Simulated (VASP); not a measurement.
# TeRu (F-43m) in VASP: a series of runs, part 3 of 3

VASP 6.6.1. Earlier steps stand in the parts before.

## 4. Single point, PBEsol+U, collinear spin, ferromagnetic start

File INCAR:

```
  PREC = Accurate
  ENCUT = 520
  EDIFF = 1E-6
  ISMEAR = 0
  SIGMA = 0.05
  LREAL = False
  LASPH = True
  NELM = 80
  ALGO = Normal
  ISIF = 2
  LWAVE = False
  LCHARG = True
  ISPIN = 2
  MAGMOM = 1 0
  LORBIT = 11
  NUPDOWN = 4
  LMAXMIX = 4
  LDAU = True
  LDAUTYPE = 2
  LDAUL = 2 -1
  LDAUU = 2 0
  LDAUJ = 0 0
  LDAUPRINT = 1
  GGA = PS
  LELF = True
  LVHAR = True
```

File KPOINTS:

```
Automatic mesh
0
Gamma
  5 5 5
```

File POSCAR:

```
TeRu
1.0
    0.0000000000      3.1139297200      3.1139297200
    3.1139297200      0.0000000000      3.1139297200
    3.1139297200      3.1139297200      0.0000000000
Ru Te
1 1
Direct
    0.0000000000      0.0000000000      0.0000000000
    0.2500000000      0.2500000000      0.2500000000
```

Potentials or basis: VASP PAW PBE potentials, release 64 (Ru_pv, Te).

On the command line:

```bash
> cat potpaw_PBE.64/Ru_pv/POTCAR potpaw_PBE.64/Te/POTCAR > POTCAR
> mpirun -np 1 vasp_std > vasp.out
```

OUTCAR:

```text
PREC = Accurate
   ENCUT = 520
   EDIFF = 1E-6
   ISMEAR = 0
   LREAL = False
   LASPH = True
   NELM = 80
   ISIF = 2
   ISPIN = 2
   LORBIT = 11
   NUPDOWN = 4
   GGA = PS

 ion  position               nearest neighbor table
   1  0.000  0.000  0.000-   2 2.70   2 2.70   2 2.70   2 2.70
   2  0.250  0.250  0.250-   1 2.70   1 2.70   1 2.70   1 2.70

  LATTYP: Found a face centered cubic cell.
 ALAT       =     6.2278594400

  Lattice vectors:

 A1 = (   0.0000000000,   3.1139297200,   3.1139297200)
 A2 = (   3.1139297200,   0.0000000000,   3.1139297200)
 A3 = (   3.1139297200,   3.1139297200,   0.0000000000)

Analysis of symmetry for initial positions (statically):
=====================================================================
 Subroutine PRICEL returns:
 Original cell was already a primitive cell.

 Routine SETGRP: Setting up the symmetry group for a
 face centered cubic supercell.

 Subroutine GETGRP returns: Found 24 space group operations
 (whereof 24 operations were pure point group operations)
 out of a pool of 48 trial point group operations.

The static configuration has the point symmetry T_d .

Analysis of symmetry for dynamics (positions and initial velocities):
=====================================================================
 Subroutine PRICEL returns:
 Original cell was already a primitive cell.

 Routine SETGRP: Setting up the symmetry group for a
 face centered cubic supercell.

 Subroutine GETGRP returns: Found 24 space group operations
 (whereof 24 operations were pure point group operations)
 out of a pool of 48 trial point group operations.

The dynamic configuration has the point symmetry T_d .

Analysis of structural, dynamic, and magnetic symmetry:
=====================================================================
 Subroutine PRICEL returns:
 Original cell was already a primitive cell.

 Routine SETGRP: Setting up the symmetry group for a
 face centered cubic supercell.

 Subroutine GETGRP returns: Found 24 space group operations
 (whereof 24 operations were pure point group operations)
 out of a pool of 48 trial point group operations.

The overall configuration has the point symmetry T_d .

 Subroutine INISYM returns: Found 24 space group operations
 (whereof 24 operations are pure point group operations),
 and found     1 'primitive' translations

----------------------------------------------------------------------------------------

                                     Primitive cell

  volume of cell :      60.3888

  direct lattice vectors                    reciprocal lattice vectors
     0.000000000  3.113929720  3.113929720    -0.160568813  0.160568813  0.160568813
     3.113929720  0.000000000  3.113929720     0.160568813 -0.160568813  0.160568813
     3.113929720  3.113929720  0.000000000     0.160568813  0.160568813 -0.160568813

  length of vectors
     4.403761642  4.403761642  4.403761642     0.278113343  0.278113343  0.278113343

  position of ions in fractional coordinates (direct lattice)
     0.000000000  0.000000000  0.000000000
[... 143 lines left out ...]
  o =  0.3752  v =  0.0000  0.0000  0.0000  0.0000  0.0000  0.0000  0.0838  0.0000  0.9965  0.0000      0.0000  0.0000  0.0000  0.0000  0.0000  0.0000  0.0000  0.0000  0.0000  0.0000
  o =  0.8750  v =  0.0000  0.0000 -0.9260  0.0000 -0.3775  0.0000  0.0000  0.0000  0.0000  0.0000      0.0000  0.0000  0.0000  0.0000  0.0000  0.0000  0.0000  0.0000  0.0000  0.0000
  o =  0.8750  v =  0.0000  0.0000 -0.3775  0.0000  0.9260  0.0000  0.0000  0.0000  0.0000  0.0000      0.0000  0.0000  0.0000  0.0000  0.0000  0.0000  0.0000  0.0000  0.0000  0.0000
  o =  0.8792  v =  0.0000 -0.0162  0.0000  0.9999 -0.0000  0.0000  0.0000  0.0000  0.0000  0.0000      0.0000  0.0000  0.0000  0.0000  0.0000  0.0000  0.0000  0.0000  0.0000  0.0000
  o =  0.8792  v =  1.0000  0.0000  0.0000  0.0000  0.0000  0.0000  0.0000  0.0000  0.0000  0.0000      0.0000  0.0000  0.0000  0.0000  0.0000  0.0000  0.0000  0.0000  0.0000  0.0000
  o =  0.8792  v =  0.0000 -0.9999 -0.0000 -0.0162  0.0000  0.0000  0.0000  0.0000  0.0000  0.0000      0.0000  0.0000  0.0000  0.0000  0.0000  0.0000  0.0000  0.0000  0.0000  0.0000

 number of electron      20.0000002 magnetization       4.0002361

 Free energy of the ion-electron system (eV)
  ---------------------------------------------------
  ext. energy  EPLUGINS =         0.00000000
  ---------------------------------------------------
  free energy    TOTEN  =        -8.76917700 eV

  energy without entropy =       -8.76758508  energy(sigma->0) =       -8.76838104

 E-fermi :   4.6026     XC(G=0):  -9.4749

 val. band max:        6.7579971720   @ k =   0.0000   0.0000   0.0000
 cond. band min:       4.6081893557   @ k =  -0.2000   0.2000   0.0000
 fundamental gap:     -2.1498078163
 Fermi energy:         6.8279043686

 spin component 1

 k-point     1 :       0.0000    0.0000    0.0000
  band No.  band energies     occupation
      1     -39.0273      1.00000
      2     -39.0273      1.00000
      3     -39.0273      1.00000
      4      -6.8821      1.00000
      5       0.1025      1.00000
      6       0.1025      1.00000
      7       0.1025      1.00000
      8       1.4055      1.00000
      9       1.4055      1.00000
     10       6.7580      0.97600
     11       6.7580      0.97600
     12       6.7580      0.97599
[... 150 lines left out ...]
      1     -39.0313      1.00000
      2     -39.0294      1.00000
      3     -39.0287      1.00000
      4      -6.1150      1.00000
      5       0.0822      1.00000
      6       0.5044      1.00000
      7       0.8870      1.00000
      8       1.4414      1.00000
      9       1.6070      1.00000
     10       2.5118      1.00000
     11       3.1520      1.00000
     12       4.1887      1.00000
     13      10.1597      0.00000
     14      10.6278      0.00000
     15      11.0256      0.00000
 Fermi energy:         4.6025693307

 spin component 2

 k-point     1 :       0.0000    0.0000    0.0000
  band No.  band energies     occupation
      1     -36.7976      1.00000
      2     -36.7976      1.00000
      3     -36.7976      1.00000
      4      -6.4128      1.00000
      5       1.9457      1.00000
      6       1.9457      1.00000
      7       1.9457      1.00000
      8       4.8564      0.00000
      9       4.8564      0.00000
     10       7.5742      0.00000
     11       8.3799      0.00000
     12       8.3799      0.00000
[... 151 lines left out ...]
      2     -36.8000      1.00000
      3     -36.7992      1.00000
      4      -5.6194      1.00000
      5       1.3161      1.00000
      6       1.8838      1.00000
      7       2.5017      1.00000
      8       4.2436      1.00000
      9       4.4992      0.99827
     10       5.2430      0.00000
     11       5.3133      0.00000
     12       6.4039      0.00000
     13      10.9950      0.00000
     14      11.6444      0.00000
     15      11.7824      0.00000

------------------------ aborting loop because EDIFF is reached ----------------------------------------

  FORCE on cell =-STRESS in cart. coord.  units (eV):
  Direction    XX          YY          ZZ          XY          YZ          ZX
  --------------------------------------------------------------------------------------
  -------------------------------------------------------------------------------------
  Total        0.9232631      0.9232631      0.9232631      0.0000000      0.0000000      0.0000000
  in kB       24.4951238     24.4951238     24.4951238      0.0000000      0.0000000      0.0000000
  external PRESSURE =      24.4951238 kB  Pullay stress =       0.0000000 kB

 VOLUME and BASIS-vectors are now :
 -----------------------------------------------------------------------------
  energy-cutoff  :      520.00
  volume of cell :       60.39
      direct lattice vectors                 reciprocal lattice vectors
     0.000000000  3.113929720  3.113929720    -0.160568813  0.160568813  0.160568813
     3.113929720  0.000000000  3.113929720     0.160568813 -0.160568813  0.160568813
     3.113929720  3.113929720  0.000000000     0.160568813  0.160568813 -0.160568813

 POSITION                                       TOTAL-FORCE (eV/Angst)
 -----------------------------------------------------------------------------------
      0.00000      0.00000      0.00000        -0.000000     -0.000000     -0.000000
      1.55696      1.55696      1.55696         0.000000      0.000000      0.000000
 -----------------------------------------------------------------------------------
    total drift:                               -0.000000     -0.000000     -0.000000

  FREE ENERGIE OF THE ION-ELECTRON SYSTEM (eV)
  ---------------------------------------------------
  free  energy   TOTEN  =        -8.7691769964 eV

  energy  without entropy=       -8.7675850810  energy(sigma->0) =       -8.76838104

 total charge

# of ion       s       p       d       tot
------------------------------------------
    1        0.296   6.172   5.822  12.290
    2        1.342   2.056   0.062   3.459
--------------------------------------------------
tot          1.638   8.227   5.884  15.749

 magnetization (x)

# of ion       s       p       d       tot
------------------------------------------
    1        0.050   0.084   2.901   3.036
    2        0.030   0.277   0.012   0.318
--------------------------------------------------
tot          0.080   0.361   2.913   3.355
```

stdout:

```text
POSCAR found type information on POSCAR RuTe
 POSCAR found :  2 types and       2 ions
 scaLAPACK will be used
 -----------------------------------------------------------------------------
|                                                                             |
|                                                                             |
|     You enforced a specific xc type in the INCAR file but a different       |
|     I HOPE YOU KNOW WHAT YOU ARE DOING!                                     |
|                                                                             |
 -----------------------------------------------------------------------------

 LDA part: xc-table for (Slater+PW92), standard interpolation
 POSCAR, INCAR and KPOINTS ok, starting setup
 FFT: planning ... GRIDC
 FFT: planning ... GRID_SOFT
 FFT: planning ... GRID
 WAVECAR not read
 entering main loop
```

Wall time 61 s (1 thread of AMD EPYC 7R43 (Zen 3), shared host); peak memory 0.2 GiB.

Results:

```
Free energy                                           : -8.7692 eV
Pressure                                              : 2.4 GPa
Net moment                                            : 4.00 μB per cell
Site moments                                          : Ru +3.04; Te +0.32 μB
Valence electrons inside the program's atomic spheres : Ru 12.29; Te 3.46
```

Eigenvalues of the final occupation matrices:
```
    site  spin  trace               eigenvalues
site 1 d     1   4.39  0.88 0.88 0.88 0.88 0.88
site 1 d     2   1.47  0.17 0.17 0.38 0.38 0.38
```

Caveat: the moment is held away from its start; the PAW data sets were made with another functional, which shifts forces and pressure a little; the total moment is fixed, so each spin has its own Fermi level; the U is typed as a test and isn't derived for this compound.

## 5. Single point, PBEsol+U, collinear spin, ferromagnetic start

File INCAR:

```
  ALGO = Normal
  EDIFF = 1E-6
  ENCUT = 520
  GGA = PS
  ISIF = 2
  ISMEAR = 0
  ISPIN = 2
  LASPH = True
  LCHARG = False
  LDAU = True
  LDAUJ = 0 0
  LDAUL = 2 -1
  LDAUPRINT = 1
  LDAUTYPE = 2
  LDAUU = 6 0
  LMAXMIX = 4
  LORBIT = 11
  LREAL = False
  LWAVE = False
  MAGMOM = 1 0
  NBANDS = 21
  NELM = 60
  PREC = Accurate
  SIGMA = 0.05
```

File KPOINTS:

```
k-points
0
Gamma
  5 5 5
```

POSCAR is that of step 4.

On the command line:

```bash
> cat potpaw_PBE.64/Ru_pv/POTCAR potpaw_PBE.64/Te/POTCAR > POTCAR
> mpirun -np 1 vasp_std > vasp.out
```

Run time: 73 s. Hardware: 1 thread of AMD EPYC 7R43 (Zen 3), shared host; peak memory 0.2 GiB.

It converged, with:

| Quantity | Value |
| --- | --- |
| Free energy | -6.7923 eV |
| Pressure | -0.5 GPa |
| Band gap on the k mesh | none (metal or under the smearing width) |
| Net moment | 2.00 μB per cell |
| Site moments | Ru +2.15; Te -0.28 μB |
| Valence electrons inside the program's atomic spheres | Ru 12.51; Te 3.41 |

Levels at points of the mesh, in eV from the Fermi level:
Spin up:
```tsv
k point	band 7	band 8	band 9	band 10	band 11	band 12	band 13	band 14
(0.00, 0.00, 0.00)	-4.83	-2.98	-2.98	2.00	2.00	2.00	2.14	6.02
```
Spin down:
| k point | band 7 | band 8 | band 9 | band 10 | band 11 | band 12 |
| --- | --- | --- | --- | --- | --- | --- |
| (0.00, 0.00, 0.00) | -2.23 | -2.13 | -2.13 | 2.65 | 5.00 | 5.00 |

Eigenvalues of the final occupation matrices:
```
    site  spin  trace               eigenvalues
site 1 d     1   4.13  0.81 0.81 0.81 0.85 0.85
site 1 d     2   2.02  0.11 0.11 0.11 0.85 0.85
```

Caveat: the PAW data sets were made with another functional, which shifts forces and pressure a little; the U is typed as a test and isn't derived for this compound. The state reached can hang on the start; a lower one may exist.

## 6. The runs side by side

| spin | U | fixed moment (μB) | gap on the mesh (eV) | pressure (GPa) | moment (μB) |
| --- | --- | --- | --- | --- | --- |
| collinear, zero start | Ru d U = 2 eV | - | none | -13.5 | 0.00 |
| collinear, random start | Ru d U = 2 eV | - | none | -13.4 | 0.16 |
| collinear, ferromagnetic start | Ru d U = 2 eV | 4 | - | 2.4 | 4.00 |
| collinear, ferromagnetic start | Ru d U = 6 eV | - | none | -0.5 | 2.00 |

Alike in all rows: task single point; level PBEsol+U; potentials or basis VASP PAW PBE potentials, release 64 (Ru_pv, Te); cell as given; k mesh 5 × 5 × 5; cutoff (eV) 520; smearing gaussian 0.05 eV.

Every run on the cell as given and a fine mesh finds a metal.

Caveats: the PAW data sets were made with another functional, which shifts forces and pressure a little; the U is typed as a test and isn't derived for this compound; the moment is held away from its start (some runs); the total moment is fixed, so each spin has its own Fermi level (some runs).

Total energies depend on the potentials used, so only differences within one code and one set of settings carry meaning.
